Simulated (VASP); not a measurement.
These are PBE GGA, VASP's PBE PAW potentials (set 64) (plane waves; VASP 6.6.1) values and carry that method's errors.

VASP ran on this input.

File KPOINTS:
```
Automatic mesh
0
Gamma
9 9 9
0 0 0
```

File POSCAR:
```
YSi
1
    0.0000000000     3.0330190000     3.0330190000
    3.0330190000     0.0000000000     3.0330190000
    3.0330190000     3.0330190000     0.0000000000
Si Y
1 1
Direct
  0.0000000000   0.0000000000   0.0000000000
  0.5000000000   0.5000000000   0.5000000000
```

**INCAR**
```
! general
SYSTEM =YSi
PREC   =Accurate
ENCUT  =400
LREAL  =.False.
LASPH  =.True.

! electronic loop
EDIFF  =1E-6
NELM   =100
ALGO   =Normal
LMAXMIX=4

! smearing
ISMEAR =1
SIGMA  =0.1

! functional
GGA    =PE

! ions
ISIF   =2

! output
LWAVE  =.False.
LCHARG =.False.
```

POTCAR, in this order: Si Y_sv (PBE.64 set). Program: vasp_std.

The resulting files:

OSZICAR:
```
       N       E                     dE             d eps       ncg     rms          rms(c)
DAV:   1     0.302617121391E+02    0.30262E+02   -0.61463E+03   778   0.940E+02
DAV:   2    -0.109066606894E+02   -0.41168E+02   -0.39753E+02   943   0.188E+02
DAV:   3    -0.133978756274E+02   -0.24912E+01   -0.24677E+01  1371   0.333E+01
DAV:   4    -0.134624731415E+02   -0.64598E-01   -0.63189E-01  1037   0.487E+00
DAV:   5    -0.134638248221E+02   -0.13517E-02   -0.13505E-02  1087   0.697E-01    0.224E+01
DAV:   6    -0.127179707019E+02    0.74585E+00   -0.17071E+00   921   0.714E+00    0.161E+01
DAV:   7    -0.126684969305E+02    0.49474E-01   -0.10333E+00  1063   0.553E+00    0.465E+00
DAV:   8    -0.126528226511E+02    0.15674E-01   -0.24792E-01   881   0.300E+00    0.398E-01
DAV:   9    -0.126500392484E+02    0.27834E-02   -0.29702E-02   950   0.981E-01    0.203E-01
DAV:  10    -0.126496834903E+02    0.35576E-03   -0.21430E-03   923   0.365E-01    0.148E-01
DAV:  11    -0.126497047893E+02   -0.21299E-04   -0.18197E-04  1137   0.110E-01    0.326E-02
DAV:  12    -0.126497014738E+02    0.33155E-05   -0.19091E-05   951   0.369E-02    0.857E-03
DAV:  13    -0.126497012020E+02    0.27181E-06   -0.70621E-07   686   0.826E-03
   1 F= -.12649701E+02 E0= -.12648468E+02  d E =-.370036E-02
```

**OUTCAR**
```
------------------------ aborting loop because EDIFF is reached ----------------------------------------
  FORCE on cell =-STRESS in cart. coord.  units (eV):
  Direction    XX          YY          ZZ          XY          YZ          ZX
  --------------------------------------------------------------------------------------
  Total       -2.2869048     -2.2869048     -2.2869048     -0.0000000      0.0000000     -0.0000000
  in kB      -65.6603638    -65.6603638    -65.6603638     -0.0000000      0.0000000     -0.0000000
  external PRESSURE =     -65.6603638 kB  Pullay stress =       0.0000000 kB
  volume of cell :       55.80
      direct lattice vectors                 reciprocal lattice vectors
     0.000000000  3.033019000  3.033019000    -0.164852248  0.164852248  0.164852248
     3.033019000  0.000000000  3.033019000     0.164852248 -0.164852248  0.164852248
     3.033019000  3.033019000  0.000000000     0.164852248  0.164852248 -0.164852248
 POSITION                                       TOTAL-FORCE (eV/Angst)
 -----------------------------------------------------------------------------------
      0.00000      0.00000      0.00000        -0.000000      0.000000      0.000000
      3.03302      3.03302      3.03302         0.000000     -0.000000     -0.000000
 -----------------------------------------------------------------------------------
    total drift:                                0.000000      0.000000      0.000000
  FREE ENERGIE OF THE ION-ELECTRON SYSTEM (eV)
  ---------------------------------------------------
  free  energy   TOTEN  =       -12.6497012020 eV

  energy  without entropy=      -12.6460008446  energy(sigma->0) =      -12.64846775
```
(Selected blocks of OUTCAR.)

**OUTCAR**
```
 val. band max:        2.9230733446   @ k =  -0.2222   0.1111   0.0000

 cond. band min:       2.9487137924   @ k =   0.3333   0.2222   0.0000


 Fermi energy:         2.9467077735

 k-point     1 :       0.0000    0.0000    0.0000
  band No.  band energies     occupation
      1     -39.2532      2.00000
      2     -19.1755      2.00000
      3     -19.1755      2.00000
      4     -19.1755      2.00000
      5      -4.6910      2.00000
      6       4.7779     -0.00000
      7       4.7780     -0.00000
      8       4.7780     -0.00000
      9       4.9662      0.00000
     10       4.9662      0.00000
     11       4.9662      0.00000

 k-point     2 :       0.1111    0.0000    0.0000
  band No.  band energies     occupation
      1     -39.2525      2.00000
      2     -19.1885      2.00000
      3     -19.1770      2.00000
      4     -19.1770      2.00000
      5      -4.5488      2.00000
      6       3.6927     -0.00000
      7       4.0321     -0.00000
      8       4.0321     -0.00000
      9       5.0144      0.00000
     10       5.0144      0.00000
     11       5.4072      0.00000

 k-point     3 :       0.2222    0.0000    0.0000
  band No.  band energies     occupation
      1     -39.2508      2.00000
      2     -19.2209      2.00000
      3     -19.1808      2.00000
      4     -19.1808      2.00000
      5      -4.1463      2.00000
      6       2.2962      2.00000
      7       3.2440     -0.00022
      8       3.2440     -0.00022
      9       5.4539      0.00000
     10       5.4539      0.00000
     11       5.6375      0.00000

 k-point     4 :       0.3333    0.0000    0.0000
  band No.  band energies     occupation
      1     -39.2488      2.00000
      2     -19.2574      2.00000
      3     -19.1851      2.00000
      4     -19.1851      2.00000
      5      -3.5691      2.00000
      6       1.0253      2.00000
      7       2.7037      2.00315
      8       2.7037      2.00315
      9       6.0160      0.00000
...
```

The structure was generated: YSi was put into the rocksalt type (Fm-3m), which need not be its known phase. The cell was not relaxed at this level. The electron count is odd and the run is not spin-polarised, which forces a metal.
